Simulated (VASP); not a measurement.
Given:

```yaml
crystal:
  lattice:
    - [-1.55759, 1.55759, 1.55759]
    - [1.55759, -1.55759, 1.55759]
    - [1.55759, 1.55759, -1.55759]
  atoms:
    - { symbol: Mo, position: [0.00000, 0.00000, 0.00000] }
```

Level of theory: LDA (Ceperley-Alder, Perdew-Zunger), VASP's LDA PAW potentials (set 64) (plane waves; VASP). Settings: 500 eV cut-off, 16×16×16 Γ-centred mesh, first-order Methfessel-Paxton smearing of 0.10 eV, potentials Mo_sv.

Task: Predict the energy per atom (σ→0), band gap (on the k-mesh) with the smallest direct gap where there is one.

Result: 
```yaml
band gap (on the k-mesh): none (metal, semimetal or under 0.01 eV)
energy per atom (σ→0): -12.136 eV/atom
```

The absolute energy has meaning only against runs of the same code, potentials and settings.

The compound is Mo in the bcc structure. It was relaxed first.
